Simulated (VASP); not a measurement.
Level of theory: PBE GGA, VASP's PBE PAW potentials (set 64) (plane waves; VASP).

The input files of a VASP run:

**KPOINTS**
```
Automatic
0
gamma
12 12 6
```

**INCAR**
```
SYSTEM = Cd
PREC = Accurate
ENCUT = 480
EDIFF = 1E-6
NELM = 100
ALGO = Normal
LREAL = .FALSE.
LASPH = .TRUE.
ISMEAR = 1
SIGMA = 0.1
GGA = PE
LMAXMIX = 4
LWAVE = .FALSE.
LCHARG = .FALSE.
IBRION = 2
ISIF = 3
NSW = 60
EDIFFG = -0.01
```

**POSCAR**
```
Cd
1
    3.0451314107     0.0000000000     0.0000000000
   -1.5225657053     2.6371614757     0.0000000000
    0.0000000000     0.0000000000     5.6719779710
Cd
2
Direct
  0.6666670000   0.3333330000   0.7500000000
  0.3333330000   0.6666670000   0.2500000000
```

POTCAR, in this order: Cd (PBE.64 set). Program: vasp_std.

Problem. What will the output report for the number of irreducible k-points (NKPTS), largest plane-wave count, number of space-group operations, FFT grid (NGX, NGY, NGZ)?

Solution. 
```yaml
number of irreducible k-points (NKPTS): 76
largest_plane_wave_count: 1124
number_of_space_group_operations: 24
FFT grid (NGX, NGY, NGZ): 24 × 24 × 42
```

The compound is Cd in the hcp structure. This run relaxes it. Symmetry was kept, so distortions that lower it aren't found. The start is the result of an earlier pass.
